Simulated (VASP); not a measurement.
OBClH2, in a box:

```
O B Cl H
1.0
    12.00000    0.00000    0.00000
     0.00000   12.00000    0.00000
     0.00000    0.00000   11.00000
O B Cl H
1 1 1 2
Direct
  0.43974 0.42183 0.49288
  0.54327 0.46195 0.50568
  0.57740 0.59805 0.45720
  0.38854 0.47348 0.45590
  0.61362 0.40545 0.55029
```

Program: VASP 6.6.1. Alike in all runs: no spin polarisation; cell as given; k mesh 1 × 1 × 1; smearing gaussian 0.01 eV. Hardware: 1 thread of Intel(R) Xeon(R) 6975P-C (Granite Rapids), with other jobs on the host.

**Question.** Order these runs on this cell by their wall time, lowest first.
A. task electron localisation function; level PBE; potentials or basis VASP PAW PBE potentials, release 64 (O, B, Cl, H); cutoff (eV) 520; further INCAR settings ALGO = Fast; EDIFF = 1e-07
B. task single point; level LDA; potentials or basis VASP PAW LDA potentials, release 64 (O_s, B_s, Cl, H_s); cutoff (eV) 400; further INCAR settings ALGO = Fast; EDIFF = 1e-07; NBANDS = 17
C. task single point; level r2SCAN; potentials or basis VASP PAW PBE potentials, release 64 (O, B, Cl, H); cutoff (eV) 520; further INCAR settings ALGO = Normal; EDIFF = 1e-06

**Answer.** B (35 s), A (75 s), C (280 s).
